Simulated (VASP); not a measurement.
# HPbNO4 (P1) in VASP: reference runs, part 2 of 2

VASP 6.6.1. The steps go on from the part before.

### 3 Single point, PBE (atoms moved at random, drawn with an rms of 0.05 Å)

Input file INCAR:

```
SYSTEM = HPbNO4
PREC     = Accurate       ! precision mode
ENCUT    = 520            ! plane-wave cutoff, eV
EDIFF    = 1E-7           ! SCF threshold, eV
ISMEAR   = -1             ! smearing method
SIGMA    = 0.05           ! smearing width, eV
LREAL    = .False.        ! projectors in reciprocal space
LASPH    = .True.         ! aspherical terms in the spheres
NELM     = 60             ! most SCF steps
ALGO     = Normal         ! electronic algorithm
ISIF     = 2              ! what is computed and relaxed
LWAVE    = .False.        ! write WAVECAR
LCHARG   = .True.         ! write CHGCAR
GGA      = PE             ! functional
LVHAR    = .True.       
NBANDS   = 57             ! bands
KPAR     = 4
```

Input file KPOINTS:

```
regular mesh
0
Gamma
  7 5 4
  0 0 0
```

Input file POSCAR:

```
HPbNO4
1.0
    4.1204000000     -0.0008100000     -0.0112000000
    0.0040400000      6.4272200000      0.0536000000
    0.0279100000      3.2070700000      7.7499400000
H Pb N O
2 2 2 8
Direct
    0.8892990000      0.2103390000      0.4922740000
    0.3985440000      0.7741480000      0.5143100000
    0.4059330000      0.3119250000      0.7074950000
    0.8981720000      0.6877450000      0.2902020000
    0.6213850000      0.1915740000      0.2070380000
    0.1371720000      0.8068370000      0.7923560000
    0.8952020000      0.3269450000      0.5419270000
    0.5349710000      0.3951280000      0.1907790000
    0.5288210000      0.1155350000      0.1066040000
    0.8304590000      0.0902180000      0.3296680000
    0.3873460000      0.6670060000      0.4544980000
    0.0383370000      0.6119490000      0.8020550000
    0.0327020000      0.8972720000      0.8944340000
    0.3345130000      0.9128980000      0.6686330000
```

Potentials or basis: VASP PAW PBE potentials, release 64 (H, Pb_d, N, O).

The run is started by

```sh
> cat potpaw_PBE.64/H/POTCAR potpaw_PBE.64/Pb_d/POTCAR potpaw_PBE.64/N/POTCAR potpaw_PBE.64/O/POTCAR > POTCAR
> mpirun -np 4 vasp_std > vasp.out
```

OUTCAR:

```text
SYSTEM = HPbNO4
   PREC = Accurate
   ENCUT = 520
   EDIFF = 1E-7
   ISMEAR = -1
   LREAL = .False.
   LASPH = .True.
   NELM = 60
   ISIF = 2
   GGA = PE

 ion  position               nearest neighbor table
   1  0.889  0.210  0.492-   7 0.99
   2  0.399  0.774  0.514-  11 1.00
   3  0.406  0.312  0.707-   7 2.43  11 2.44   7 2.50  14 2.72  12 2.80  13 2.94   4 3.95   4 3.98

   4  0.898  0.688  0.290-  11 2.42   7 2.45  11 2.49  10 2.75   8 2.77   9 2.99   3 3.95   3 3.98

   5  0.621  0.192  0.207-   9 1.19  10 1.30   8 1.31
   6  0.137  0.807  0.792-  13 1.28  14 1.28  12 1.29
   7  0.895  0.327  0.542-   1 0.99   3 2.43   4 2.45   3 2.50
   8  0.535  0.395  0.191-   5 1.31   4 2.77
   9  0.529  0.116  0.107-   5 1.19   4 2.99
  10  0.830  0.090  0.330-   5 1.30   4 2.75
  11  0.387  0.667  0.454-   2 1.00   4 2.42   3 2.44   4 2.49
  12  0.038  0.612  0.802-   6 1.29   3 2.80
  13  0.033  0.897  0.894-   6 1.28   3 2.94
  14  0.335  0.913  0.669-   6 1.28   3 2.72

  LATTYP: Found a triclinic cell.
 ALAT       =     8.3873504134
 B/A-ratio  =     0.7663260086
 C/A-ratio  =     0.4912654293
 COS(alpha) =     0.0004093095
 COS(beta)  =     0.0007408501
 COS(gamma) =     0.3900640650

  Lattice vectors:

 A1 = (  -0.0279100000,  -3.2070700000,  -7.7499400000)
 A2 = (  -0.0040400000,  -6.4272200000,  -0.0536000000)
 A3 = (  -4.1204000000,   0.0008100000,   0.0112000000)

Analysis of symmetry for initial positions (statically):
=====================================================================
 Subroutine PRICEL returns:
 Original cell was already a primitive cell.

 Routine SETGRP: Setting up the symmetry group for a
 triclinic supercell.
[... 170 lines left out ...]
   AEXX    =    0.0000 exact exchange contribution
   IVDW    =     0    specifies the selected vdW correction
   LEPSILON=     F    determine dielectric tensor
   LRPA    =     F    only Hartree local field effects (RPA)
 non-spin polarized calculation
  energy-cutoff  :      520.00
  volume of cell :      204.53
 maximum number of plane-waves:      5531
   NGX = 15   NGY = 23   NGZ = 31

 number of electron      87.9999999 magnetization

 Free energy of the ion-electron system (eV)
  ---------------------------------------------------
  ext. energy  EPLUGINS =         0.00000000
  ---------------------------------------------------
  free energy    TOTEN  =       -80.94674348 eV

  energy without entropy =      -80.94674348  energy(sigma->0) =      -80.94674348

 E-fermi :   1.7621     XC(G=0):  -8.6019

 val. band max:        0.6281096990   @ k =   0.4286  -0.0000   0.5000
 cond. band min:       3.6017571637   @ k =   0.4286   0.4000   0.2500
 fundamental gap:      2.9736474647
 Fermi energy:         1.7621365610

 k-point     1 :       0.0000    0.0000    0.0000
  band No.  band energies     occupation
      1     -25.2356      2.00000
      2     -24.5544      2.00000
      3     -19.9769      2.00000
      4     -19.3769      2.00000
      5     -19.0681      2.00000
      6     -18.5884      2.00000
[... 1405 lines left out ...]
     55      10.0292      0.00000
     56      10.1372      0.00000

 [... further k-points ...]

 [bands above 56 left out]

------------------------ aborting loop because EDIFF is reached ----------------------------------------

  FORCE on cell =-STRESS in cart. coord.  units (eV):
  Direction    XX          YY          ZZ          XY          YZ          ZX
  --------------------------------------------------------------------------------------
  -------------------------------------------------------------------------------------
  Total       -0.6964022     -1.6546274      0.1037041      1.2981464      0.3739545      0.7563860
  in kB       -5.4551558    -12.9612617      0.8123499     10.1688236      2.9293134      5.9250298
  external PRESSURE =      -5.8680225 kB  Pullay stress =       0.0000000 kB

 VOLUME and BASIS-vectors are now :
 -----------------------------------------------------------------------------
  energy-cutoff  :      520.00
  volume of cell :      204.53
      direct lattice vectors                 reciprocal lattice vectors
     4.120400000 -0.000810000 -0.011200000     0.242692644 -0.000145765 -0.000813693
     0.004040000  6.427220000  0.053600000    -0.000144924  0.156127154 -0.064607812
     0.027910000  3.207070000  7.749940000     0.000351735 -0.001080015  0.129478921

 POSITION                                       TOTAL-FORCE (eV/Angst)
 -----------------------------------------------------------------------------------
      3.67886      2.92993      3.81641        -0.031060      0.072263     -0.136073
      1.65964      6.62472      4.02290        -0.172773     -0.250484     -0.277759
      1.69361      4.27347      5.49522        -0.247566     -0.058070     -0.208307
      3.71171      5.35026      2.27585        -0.216606     -0.240616      0.119243
      2.56691      1.89477      1.60784         1.585687      5.063944      2.232967
      0.59058      7.72675      6.18242        -0.876188     -1.011719     -0.026049
      3.70504      3.83862      4.20740         0.242050      0.102122      0.199028
      2.21122      3.15098      1.49371         0.036791     -1.104310      0.201835
      2.18240      1.08403      0.82644        -1.182958     -3.072090     -2.069855
      3.43139      1.63645      2.55044        -0.450024     -0.845218     -0.369681
      1.61140      5.74429      3.55375         0.446257      0.376552      0.252796
      0.18282      6.50535      6.24825         0.145667      1.231367      0.483227
      0.16333      8.63545      6.97954         0.580343     -0.920106     -0.767935
      1.40068      8.01148      5.22705         0.140379      0.656365      0.366563
 -----------------------------------------------------------------------------------
    total drift:                               -0.000607     -0.000352      0.000668

  FREE ENERGIE OF THE ION-ELECTRON SYSTEM (eV)
  ---------------------------------------------------
  free  energy   TOTEN  =       -80.9467434756 eV

  energy  without entropy=      -80.9467434755  energy(sigma->0) =      -80.94674348
```

Run time: 3.1 min. Hardware: 4 MPI ranks of AMD EPYC 9R45 (Zen 5), shared host; peak memory 0.73 GiB.

Results:

```yaml
Free_energy: -80.9467 eV
Pressure: -0.6 GPa
Largest_force: 5.757 eV/Å
Band_gap_on_the_k_mesh: 2.97 eV, indirect (least direct gap 3.03 eV)
```

Forces on the atoms (eV/Å):
```
H   -0.031  0.072 -0.136
H   -0.173 -0.250 -0.278
Pb  -0.248 -0.058 -0.208
Pb  -0.217 -0.241  0.119
N    1.586  5.064  2.233
N   -0.876 -1.012 -0.026
O    0.242  0.102  0.199
O    0.037 -1.104  0.202
O   -1.183 -3.072 -2.070
O   -0.450 -0.845 -0.370
O    0.446  0.377  0.253
O    0.146  1.231  0.483
O    0.580 -0.920 -0.768
O    0.140  0.656  0.367
```

Levels at points of the mesh, in eV from the valence-band top:
```tsv
k point	band 42	band 43	band 44	band 45	band 46	band 47
(0.00, 0.00, 0.00)	-0.38	-0.27	-0.10	3.14	3.41	4.47
(0.00, 0.00, 0.50)	-0.48	-0.31	-0.06	3.22	3.47	4.43
```

Caveat: the standard files for N, O and F lose accuracy on very short bonds; spin-orbit coupling is left out, which as a rule narrows the gap of such compounds by several tenths of an eV; an odd mesh through Γ misses points on the zone boundary, where band edges often lie.
